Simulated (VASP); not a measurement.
Given:

```
CELL_PARAMETERS angstrom
      0.00000     1.98018     2.06268
      1.98018     0.00000     2.06268
      1.98018     1.98018     0.00000
ATOMIC_POSITIONS crystal
  Au 0.00000 0.00000 0.00000
```

Calculation: r2SCAN meta-GGA, VASP's PBE PAW potentials (set 64) (plane waves; VASP). Settings: 480 eV cut-off, 14×14×14 Γ-centred mesh, first-order Methfessel-Paxton smearing of 0.10 eV, potentials Au.

Question: Give the stress tensor in GPa (positive for a compressed cell).

Answer: 
```
16.77   0.00   0.00
 0.00  16.77   0.00
 0.00   0.00  15.49
```
The pressure is its mean diagonal, 16.34 GPa.

The compound is Au in the fcc structure. This cell was strained or had an atom moved on purpose.
